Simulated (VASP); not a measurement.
Data:

```
CELL_PARAMETERS angstrom
      0.00000     2.79000     2.79000
      2.79000     0.00000     2.79000
      2.79000     2.79000     0.00000
ATOMIC_POSITIONS crystal
  Ca 0.00000 0.00000 0.00000
```

Calculation: PBE GGA, VASP's PBE PAW potentials (set 64) (plane waves; VASP). Run with 300 eV cut-off, 10×10×10 Γ-centred mesh, Gaussian smearing of 0.050 eV, potentials Ca_sv.

At this cut-off the stress carries a Pulay error, which pulls relaxed volumes low. Energy and stress use the plane-wave basis of the starting cell.

The ions, cell shape and volume are relaxed. Give the cell that the relaxation ends in.

```
CELL_PARAMETERS angstrom
      0.00000     2.75686     2.75686
      2.75686     0.00000     2.75686
      2.75686     2.75686     0.00000
ATOMIC_POSITIONS crystal
  Ca 0.00000 0.00000 0.00000
```
Space group Fm-3m (225), at a tolerance of 0.03 Å.

How do energy and volume change from the first to the last step?

The energy (σ→0) changes by -3.1 meV/atom and the volume by -3.5 %, in 3 ionic steps.

The structure is a typed Ca crystal. This run relaxes it. Symmetry was kept, so distortions that lower it aren't found. The run is one of a series of settings (EDIFFG = -0.01, IBRION = 2, ISIF = 3, NSW = 50 against the base run), some of them coarse on purpose.
